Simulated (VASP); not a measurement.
Something may be wrong with this VASP 6.6.1 calculation of KEu3.

Contents of POSCAR:

```
KEu3
1.0
    6.1656949280      0.0000000000      0.0000000000
    0.0000000000      6.1656949280      0.0000000000
    0.0000000000      0.0000000000      6.1656949280
Eu K
3 1
Direct
    0.5000000000      0.5000000000      0.0000000000
    0.5000000000      0.0000000000      0.5000000000
    0.0000000000      0.5000000000      0.5000000000
    0.0000000000      0.0000000000      0.0000000000
```

Contents of INCAR.step1:

```
SYSTEM = KEu3
PREC = Accurate
ENCUT = 100
EDIFF = 1E-6
ISMEAR = 1
SIGMA = 0.2
LREAL = .FALSE.
LASPH = .TRUE.
NELM = 77
ALGO = Normal
ISIF = 2
LWAVE = .FALSE.
LCHARG = .TRUE.
MAGMOM = 4.95 4.95 0 -2.475 -2.475 0 4.95 4.95 0 0 0 0
LORBIT = 11
LSORBIT = .TRUE.
GGA_COMPAT = .FALSE.
LORBMOM = .TRUE.
LMAXMIX = 6
LDAU = .TRUE.
LDAUTYPE = 1
LDAUL = 3 -1
LDAUU = 6 0
LDAUJ = 0.9 0
LDAUPRINT = 1
GGA = RP
NBANDS = 47
```

Contents of KPOINTS.step1:

```
Automatic mesh
0
G
  4 4 4
  0 0 0
```

Contents of INCAR.step2:

```
SYSTEM = KEu3
PREC = Accurate
ENCUT = 100
EDIFF = 1E-6
ISMEAR = 0
SIGMA = 0.05
LREAL = .FALSE.
LASPH = .TRUE.
NELM = 77
ALGO = Normal
ISIF = 2
LWAVE = .FALSE.
LCHARG = .FALSE.
MAGMOM = 4.95 4.95 0 -2.475 -2.475 0 4.95 4.95 0 0 0 0
LORBIT = 11
LSORBIT = .TRUE.
GGA_COMPAT = .FALSE.
LORBMOM = .TRUE.
LMAXMIX = 6
LDAU = .TRUE.
LDAUTYPE = 1
LDAUL = 3 -1
LDAUU = 6 0
LDAUJ = 0.9 0
LDAUPRINT = 1
GGA = RP
NBANDS = 47
ICHARG = 11
```

Contents of KPOINTS.step2:

```
path GXMGRX,MR
20
line-mode
reciprocal
 0.0000000000  0.0000000000  0.0000000000  G
 0.0000000000  0.5000000000  0.0000000000  X

 0.0000000000  0.5000000000  0.0000000000  X
 0.5000000000  0.5000000000  0.0000000000  M

 0.5000000000  0.5000000000  0.0000000000  M
 0.0000000000  0.0000000000  0.0000000000  G

 0.0000000000  0.0000000000  0.0000000000  G
 0.5000000000  0.5000000000  0.5000000000  R

 0.5000000000  0.5000000000  0.5000000000  R
 0.0000000000  0.5000000000  0.0000000000  X

 0.5000000000  0.5000000000  0.0000000000  M
 0.5000000000  0.5000000000  0.5000000000  R
```

Potentials or basis: VASP PAW PBE potentials, release 64 (Eu_2, K_sv), 4f in core.

The run is started by

```sh
$ cat potpaw_PBE.64/Eu_2/POTCAR potpaw_PBE.64/K_sv/POTCAR > POTCAR
$ cp INCAR.step1 INCAR
$ cp KPOINTS.step1 KPOINTS
$ mpirun -np 1 vasp_ncl > vasp.out
$ cp INCAR.step2 INCAR
$ cp KPOINTS.step2 KPOINTS
$ mpirun -np 1 vasp_ncl > vasp.out
```

OUTCAR:

```text
SYSTEM = KEu3
   PREC = Accurate
   ENCUT = 100
   EDIFF = 1E-6
   ISMEAR = 0
   LREAL = .FALSE.
   LASPH = .TRUE.
   NELM = 77
   ISIF = 2
   LORBIT = 11
   LSORBIT = .TRUE.
   GGA = RP
   ICHARG = 11

 ion  position               nearest neighbor table
   1  0.500  0.500  0.000-
   2  0.500  0.000  0.500-
   3  0.000  0.500  0.500-
   4  0.000  0.000  0.000-

  LATTYP: Found a simple cubic cell.
 ALAT       =     6.1656949280

  Lattice vectors:

 A1 = (   6.1656949280,   0.0000000000,   0.0000000000)
 A2 = (   0.0000000000,   6.1656949280,   0.0000000000)
[... 528 lines left out ...]
     0.0000000     0.0000000     0.0000000     0.0000000     0.0000000     0.0000000     0.0000000
     0.0000000     0.0000000     0.0000000     0.0000000     0.0000000     0.0000000     0.0000000
     0.0000000     0.0000000     0.0000000     0.0000000     0.0000000     0.0000000     0.0000000

 total charge

# of ion       s       p       d       tot
------------------------------------------
    1        0.403   6.106   0.336   6.846
    2        0.428   6.119   0.322   6.869
    3        0.408   6.121   0.330   6.859
    4        1.995   7.635   0.017   9.647
--------------------------------------------------
tot          3.235  25.981   1.006  30.221

 magnetization (x)

# of ion       s       p       d       tot
------------------------------------------
    1        0.000   0.000  -0.000   0.000
    2        0.000   0.000   0.000   0.000
    3        0.000   0.000  -0.000   0.000
    4        0.000  -0.000  -0.000  -0.000
--------------------------------------------------
tot          0.000  -0.000   0.000   0.000

 magnetization (y)

# of ion       s       p       d       tot
------------------------------------------
    1        0.000  -0.000  -0.000   0.000
    2        0.000  -0.000   0.000   0.000
    3        0.000  -0.000  -0.000  -0.000
    4        0.000  -0.000  -0.000  -0.000
--------------------------------------------------
tot          0.000  -0.000  -0.000   0.000

 magnetization (z)

# of ion       s       p       d       tot
------------------------------------------
    1        0.000  -0.000  -0.000  -0.000
    2       -0.000  -0.000  -0.000  -0.000
    3        0.000   0.000  -0.000  -0.000
    4       -0.000   0.000   0.000   0.000
--------------------------------------------------
tot          0.000  -0.000  -0.000  -0.000
```

On the terminal:

```text
POSCAR found type information on POSCAR EuK
[... 25 lines left out ...]
 WARNING: random wavefunctions but no delay for mixing, default for NELMDL
 entering main loop
```

Q: Diagnose the run.

A: The run converged. The input holds a flaw that was put in on purpose: cutoff far too low (ENCUT = 100). The program doesn't stop on it, so the numbers can't be trusted though the run ends normally.
